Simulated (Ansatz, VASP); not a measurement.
**One calculation of ScSF, two programs**

```xyz
3
Lattice="3.6858 0.0000 0.0000 -1.8429 3.1920 0.0000 0.0000 0.0000 3.6107" Properties=species:S:1:pos:R:3 pbc="T T T"
Sc    1.8429    1.0640    1.8053
S     0.0000    2.1280    0.0000
F     0.0000    0.0000    1.8053
```

Alike in both runs: functional PBE; dispersion D3(BJ); k mesh 9 × 9 × 8; occupations gaussian, width 0.02 eV; no spin polarisation.

Ansatz relaxed the structure, and its values are those at the end. VASP's run is a single point on that final structure, the one shown.

```csv
,VASP,Ansatz
version,VASP 6.6.1,Ansatz 0.2.0
potentials or method,"VASP PAW PBE potentials, release 64 (Sc_sv, S, F)","scalar-relativistic, plane waves, PAW"
plane-wave cutoff (eV),520,420
valence electrons in the cell,24,24
```

```tsv
	VASP	Ansatz	Ansatz less VASP
gap on the k mesh at the Fermi level (eV)	1.09	1.09	+0.008
least direct gap on the mesh (eV)	1.09	1.09	+0.008
pressure (GPa)	0.3	0.0	-0.33
```

Caveats: an odd mesh through Γ misses points on the zone boundary, where band edges often lie. A hybrid or GW would open this gap; PBE tends to underestimate it.
